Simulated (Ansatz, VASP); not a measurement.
Two plane-wave programs on W3N4

Contents of INCAR:

```
SYSTEM = W3N4
PREC = Accurate
ENCUT = 520
EDIFF = 1E-6
ISMEAR = -1
SIGMA = 0.1
LREAL = .False.
LASPH = .True.
NELM = 150
ALGO = Normal
ISIF = 2
LWAVE = .False.
LCHARG = .False.
ISPIN = 2
MAGMOM = 0 0 0 0 0.2 0.2 0.2
LORBIT = 11
LMAXMIX = 4
GGA = PE
NBANDS = 44
```

KPOINTS

```
regular mesh
0
Gamma
  5 5 5
  0 0 0
```

File POSCAR:

```
W3N4
1.0
    4.1220000000      0.0000000000      0.0000000000
    0.0000000000      4.1220000000      0.0000000000
    0.0000000000      0.0000000000      4.1220000000
N W
4 3
Direct
    0.5000000000      0.5000000000      0.5000000000
    0.5000000000      0.0000000000      0.0000000000
    0.0000000000      0.5000000000      0.0000000000
    0.0000000000      0.0000000000      0.5000000000
    0.5000000000      0.5000000000      0.0000000000
    0.0000000000      0.5000000000      0.5000000000
    0.5000000000      0.0000000000      0.5000000000
```

Input for Ansatz:

```yaml
crystal:
  lattice:
    - [4.122, 0.0, 0.0]
    - [0.0, 4.122, 0.0]
    - [0.0, 0.0, 4.122]
  atoms:
    - { symbol: "N", position: [0.5, 0.5, 0.5] }
    - { symbol: "N", position: [0.5, 0.0, 0.0] }
    - { symbol: "N", position: [0.0, 0.5, 0.0] }
    - { symbol: "N", position: [0.0, 0.0, 0.5] }
    - { symbol: W, position: [0.5, 0.5, 0.0], spin: 0.2 }
    - { symbol: W, position: [0.0, 0.5, 0.5], spin: 0.2 }
    - { symbol: W, position: [0.5, 0.0, 0.5], spin: 0.2 }
magnetization:
  spin_polarized: true
hamiltonian:
  xc: pbe
  pseudopotentials: { kind: paw }
basis:
  ecutwfc: 420
kpoints:
  mp_grid: { grid: [5, 5, 5] }
scf:
  occupations: { method: fermi_dirac, width: 0.1 }
  lower_state_search: standard
output:
  forces: true
  stress: true
```

Alike in both runs: task single point; functional PBE; k mesh 5 × 5 × 5; occupations fermi-dirac, width 0.1 eV; collinear spin.

|  | VASP | Ansatz |
| --- | --- | --- |
| version | VASP 6.6.1 | Ansatz 0.2.0 |
| potentials or method | VASP PAW PBE potentials, release 64 (N, W_sv) | PAW, plane waves, scalar-relativistic |
| plane-wave cutoff (eV) | 520 | 420 |
| valence electrons in the cell | 62 | 62 |

```csv
,VASP,Ansatz,Ansatz less VASP
net moment per atom (μB),0.00,0.00,0.000
```

Ansatz warned: «seeded_moment_not_kept».

 Spin-orbit coupling is left out, which matters for the levels of W.
